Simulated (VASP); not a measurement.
An input for Ansatz (written as the equivalent of a VASP run, and not itself run):

Ansatz 0.2 input:
```yaml
crystal:
  lattice:
    - [1.5985085, -2.7686970, 0.0000000]
    - [1.5985085, 2.7686970, 0.0000000]
    - [0.0000000, 0.0000000, 5.4875078]
  atoms:
    - { symbol: Se, position: [0.0000000, 0.3302956, 0.6666670] }
    - { symbol: Se, position: [0.6697044, 0.6697044, 1.0000000] }
    - { symbol: Se, position: [0.3302956, 0.0000000, 0.3333330] }
kpoints:
  mp_grid: { grid: [11, 11, 6] }
hamiltonian:
  xc: lda
  pseudopotentials: { kind: paw }
scf:
  occupations: { method: methfessel_paxton, width: 0.1 }
  max_iter: 100
relax:
  max_steps: 40
  f_tol: 0.02
  cell: { p_target: 30 }
output: { forces: true, stress: true, eigenvalues: true }
```

### Question
Translate this input to VASP (INCAR, KPOINTS, POSCAR, choice of POTCAR).

### Answer
One answer among several that fit: 
**INCAR**
```
# general
SYSTEM   =  Se
PREC     =  Accurate
ENCUT    =  500   # plane-wave cut-off (eV)
LREAL    =  .FALSE.   # projection in real space or not
LASPH    =  .TRUE.   # aspherical one-centre terms

# electronic loop
EDIFF    =  1E-6
NELM     =  100   # most electronic steps
ALGO     =  Normal   # blocked Davidson
LMAXMIX  =  4

# smearing
ISMEAR   =  1
SIGMA    =  0.1   # width (eV)

# ions
IBRION   =  2   # conjugate gradients
NSW      =  40   # most ionic steps
ISIF     =  3
EDIFFG   =  -0.02   # ionic stop
PSTRESS  =  300

# output
LWAVE    =  .FALSE.
LCHARG   =  .FALSE.
```

File POSCAR:
```
Se
1.0
  1.5985085004  -2.7686969796   0.0000000000
  1.5985085004   2.7686969796   0.0000000000
  0.0000000000   0.0000000000   5.4875077539
Se
3
Direct
  0.0000000003   0.3302955731   0.6666670000
  0.6697044266   0.6697044266   1.0000000000
  0.3302955731   0.0000000003   0.3333330000
```

File KPOINTS:
```
Automatic mesh
0
Gamma
11 11 6
0 0 0
```

POTCAR, in this order: Se (LDA.64 set). Program: vasp_std.

The two are equivalent in intent, not identical: each code has its own PAW files, so the cut-off isn't converted (ENCUT is set for VASP's; basis.ecutwfc is left out, and Ansatz then takes the one that its files recommend); Ansatz stops its SCF on the density residual and VASP on the energy change (EDIFF); Ansatz's lda is the Perdew-Wang form, while the LDA potentials of VASP carry Perdew-Zunger's.

The compound is Se in the trig structure. This run relaxes it under an external pressure of 30 GPa. Symmetry was kept, so distortions that lower it aren't found.
